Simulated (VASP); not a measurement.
These are revTPSS meta-GGA, VASP's PBE PAW potentials (set 64) (plane waves; VASP) values and carry that method's errors.

VASP ran on this input.

KPOINTS_OPT:
```
k-points along high-symmetry lines
10
Line-mode
Reciprocal
  0.000000   0.000000   0.000000 ! GAMMA
  0.000000   0.500000   0.000000 ! X

  0.000000   0.500000   0.000000 ! X
  0.500000   0.500000   0.000000 ! M

  0.500000   0.500000   0.000000 ! M
  0.000000   0.000000   0.000000 ! GAMMA

  0.000000   0.000000   0.000000 ! GAMMA
  0.500000   0.500000   0.500000 ! R

  0.500000   0.500000   0.500000 ! R
  0.000000   0.500000   0.000000 ! X

  0.500000   0.500000   0.500000 ! R
  0.500000   0.500000   0.000000 ! M
```

**KPOINTS**
```
Automatic mesh
0
Gamma
 6 6 6
```

POSCAR:
```
BaZrO3
1
    4.2181032993     0.0000000000     0.0000000000
    0.0000000000     4.2181032993     0.0000000000
    0.0000000000     0.0000000000     4.2181032993
Ba Zr O
1 1 3
Direct
  0.0000000000   0.0000000000   0.0000000000
  0.5000000000   0.5000000000   0.5000000000
  0.5000000000   0.0000000000   0.5000000000
  0.0000000000   0.5000000000   0.5000000000
  0.5000000000   0.5000000000   0.0000000000
```

### INCAR
```
SYSTEM = BaZrO3
PREC = Accurate
ENCUT = 520
EDIFF = 1E-7
NELM = 100
ALGO = Normal
LREAL = .FALSE.
LASPH = .TRUE.
ISMEAR = -5
METAGGA = RTPSS
LMIXTAU = .TRUE.
LMAXMIX = 4
LWAVE = .FALSE.
LCHARG = .FALSE.
LORBIT = 11
NEDOS = 601
ISIF = 2
LEFG = .TRUE.
```

POTCAR, in this order: Ba_sv Zr_sv O (PBE.64 set). Program: vasp_std.

Output of the run:

**OSZICAR**
```
       N       E                     dE             d eps       ncg     rms          rms(c)
DAV:   1     0.479533432725E+03    0.47953E+03   -0.22415E+04  1440   0.203E+03
DAV:   2     0.121917333245E+03   -0.35762E+03   -0.35220E+03  1488   0.554E+02
DAV:   3     0.780311708498E+02   -0.43886E+02   -0.43400E+02  1704   0.213E+02
DAV:   4     0.761408798744E+02   -0.18903E+01   -0.18848E+01  1512   0.433E+01
DAV:   5     0.760232756393E+02   -0.11760E+00   -0.11751E+00  1704   0.105E+01    0.521E+01
DAV:   6    -0.163907800052E+02   -0.92414E+02   -0.44128E+02   960   0.225E+02    0.164E+01
DAV:   7    -0.136439323462E+02    0.27468E+01   -0.18799E+01  1392   0.399E+01    0.817E+00
DAV:   8    -0.128131307105E+02    0.83080E+00   -0.52409E+00  1312   0.132E+01    0.380E+00
DAV:   9    -0.130684452029E+02   -0.25531E+00   -0.11682E+00  1504   0.834E+00    0.152E+00
DAV:  10    -0.132484448659E+02   -0.18000E+00   -0.38188E-01  1112   0.516E+00    0.104E+00
DAV:  11    -0.132841394385E+02   -0.35695E-01   -0.71708E-02  1064   0.280E+00    0.537E-01
DAV:  12    -0.133024550875E+02   -0.18316E-01   -0.80525E-02  1120   0.231E+00    0.279E-01
DAV:  13    -0.133274062567E+02   -0.24951E-01   -0.82184E-03  1120   0.955E-01    0.118E-01
DAV:  14    -0.133291955434E+02   -0.17893E-02   -0.40076E-03  1200   0.381E-01    0.100E-01
DAV:  15    -0.133289991713E+02    0.19637E-03   -0.78305E-04  1176   0.189E-01    0.226E-02
DAV:  16    -0.133291493977E+02   -0.15023E-03   -0.92569E-05  1360   0.890E-02    0.269E-02
DAV:  17    -0.133291453836E+02    0.40141E-05   -0.31137E-05  1240   0.377E-02    0.129E-02
DAV:  18    -0.133291528524E+02   -0.74688E-05   -0.54295E-06  1560   0.153E-02    0.343E-03
DAV:  19    -0.133291559343E+02   -0.30819E-05   -0.88436E-07  1600   0.730E-03    0.152E-03
DAV:  20    -0.133291574503E+02   -0.15159E-05   -0.42823E-07  1176   0.639E-03    0.103E-03
DAV:  21    -0.133291574393E+02    0.10908E-07   -0.33298E-08   728   0.189E-03
   1 F= -.13329157E+02 E0= -.13329157E+02  d E =0.000000E+00
       N       E                     dE             ncg
       N       E                     dE             ncg
       N       E                     dE             ncg
```

File OUTCAR:
```
------------------------ aborting loop because EDIFF is reached ----------------------------------------
  FORCE on cell =-STRESS in cart. coord.  units (eV):
  Direction    XX          YY          ZZ          XY          YZ          ZX
  --------------------------------------------------------------------------------------
  Total        0.0001224      0.0001224      0.0001224     -0.0000000      0.0000000     -0.0000000
  in kB        0.0026133      0.0026133      0.0026133     -0.0000000      0.0000000     -0.0000000
  external PRESSURE =       0.0026133 kB  Pullay stress =       0.0000000 kB
  volume of cell :       75.05
      direct lattice vectors                 reciprocal lattice vectors
     4.218103299  0.000000000  0.000000000     0.237073378  0.000000000  0.000000000
     0.000000000  4.218103299  0.000000000     0.000000000  0.237073378  0.000000000
     0.000000000  0.000000000  4.218103299     0.000000000  0.000000000  0.237073378
 POSITION                                       TOTAL-FORCE (eV/Angst)
 -----------------------------------------------------------------------------------
      0.00000      0.00000      0.00000         0.000000      0.000000      0.000000
      2.10905      2.10905      2.10905         0.000000      0.000000      0.000000
      2.10905      0.00000      2.10905         0.000000      0.000000      0.000000
      0.00000      2.10905      2.10905         0.000000      0.000000      0.000000
      2.10905      2.10905      0.00000         0.000000      0.000000      0.000000
 -----------------------------------------------------------------------------------
    total drift:                                0.000000     -0.000000     -0.000000
  FREE ENERGIE OF THE ION-ELECTRON SYSTEM (eV)
  ---------------------------------------------------
  free  energy   TOTEN  =       -13.3291574393 eV

  energy  without entropy=      -13.3291574393  energy(sigma->0) =      -13.32915744

 total charge

# of ion       s       p       d       tot
------------------------------------------
    1        1.993   5.626   0.255   7.874
    2        2.191   6.074   1.367   9.632
    3        1.550   3.461   0.000   5.010
    4        1.550   3.461   0.000   5.010
    5        1.550   3.461   0.000   5.010
--------------------------------------------------
tot          8.833  22.081   1.622  32.536

 Electric field gradients after diagonalization (V/A^2)
 (convention: |V_zz| > |V_xx| > |V_yy|)
----------------------------------------------------------------------
 ion       V_xx      V_yy      V_zz     asymmetry (V_yy - V_xx)/ V_zz
----------------------------------------------------------------------
   1       0.000     0.000     0.000      -0.111
   2       0.000     0.000    -0.000       0.113
   3       9.404     9.404   -18.809       0.000
   4       9.404     9.404   -18.809       0.000
   5       9.404     9.404   -18.809       0.000
```
(Selected blocks of OUTCAR.)

The compound is BaZrO3 in the cubic perovskite structure. It was relaxed first.
